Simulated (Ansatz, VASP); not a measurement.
# Two plane-wave programs on Y2Si3O

```
CELL_PARAMETERS angstrom
4.69974 0.00000 0.00000
-2.34987 4.07010 0.00000
0.00000 0.00000 7.81950
ATOMIC_POSITIONS crystal
Y 0.00000 0.00000 0.00000
Y 0.66667 0.33333 0.50000
Si 0.33333 0.66667 0.50000
Si 0.66667 0.33333 0.85834
Si 0.66667 0.33333 0.14166
O 0.00000 0.00000 0.50000
```

Alike in both runs: functional PBE; k mesh 6 × 6 × 2; occupations gaussian, width 0.1 eV; no spin polarisation.

Ansatz relaxed the structure, and its values are those at the end. VASP's run is a single point on that final structure, the one shown.

|  | VASP | Ansatz |
| --- | --- | --- |
| version | VASP 6.6.1 | Ansatz 0.2.0 |
| potentials or method | VASP PAW PBE potentials, release 64 (Y_sv, Si, O) | scalar-relativistic, plane waves, PAW |
| plane-wave cutoff (eV) | 520 | 420 |
| valence electrons in the cell | 40 | 40 |

Ansatz gave:

```
gap on the k mesh at the Fermi level (eV) : none
pressure (GPa)                            : 0.1
```

Task: What did VASP give for the same quantities?

Result: gap on the k mesh at the Fermi level (eV): none; pressure (GPa): 0.0.

A gap of «none» marks a metal or a gap that the smearing closes.

Caveats: the k mesh is coarse (spacing up to 0.40 Å⁻¹), so the values aren't converged.
